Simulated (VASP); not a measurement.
Data:

```
CELL_PARAMETERS angstrom
      1.41393    -2.44900     0.00000
      1.41393     2.44900     0.00000
      0.00000     0.00000     4.47105
ATOMIC_POSITIONS crystal
  Ti 0.33333 0.66667 0.25000
  Ti 0.66667 0.33333 0.75000
```

Calculation: LDA (Ceperley-Alder, Perdew-Zunger), VASP's LDA PAW potentials (set 64) (plane waves; VASP). Numerical set-up: 500 eV cut-off, 15×15×8 Γ-centred mesh, first-order Methfessel-Paxton smearing of 0.10 eV, potentials Ti_sv.

**Question.** What does the run give for the energy per atom (σ→0), pressure, band gap (on the k-mesh) with the smallest direct gap where there is one?

**Answer.** 
```
Quantity                                                    Result
------------------------  ----------------------------------------
band gap (on the k-mesh)  none (metal, semimetal or under 0.01 eV)
energy per atom (σ→0)                               -8.541 eV/atom
pressure                                                  5.04 GPa
```

The compound is Ti in the hcp structure. It was relaxed first under an external pressure of 5 GPa.
